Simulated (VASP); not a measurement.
```
CELL_PARAMETERS angstrom
      0.00000     2.12437     2.12437
      2.12437     0.00000     2.12437
      2.12437     2.12437     0.00000
ATOMIC_POSITIONS crystal
  Fe 0.00000 0.00000 0.00000
  O  0.50000 0.50000 0.50000
```
Starting moments (μB, in the order of the record's atoms Fe O): 3.6 0.3.

The numbers are results of PBEsol GGA, VASP's PBE PAW potentials (set 64) (plane waves; VASP), not measurements. Settings: 520 eV cut-off, Gaussian smearing of 0.050 eV, potentials Fe O.

The moments were started parallel, and other spin orders were not tried in this run.

Problem. What does the run give for the cell moment, band gap (along the path) with the smallest direct gap where there is one?

Solution. 
| Item | Result |
|---|---|
| band gap (along the path) | none (metal, semimetal or under 0.01 eV) |
| cell moment | 4.00 μB |

The structure was generated: FeO was put into the rock salt type (Fm-3m), which need not be its known phase. It was relaxed first.
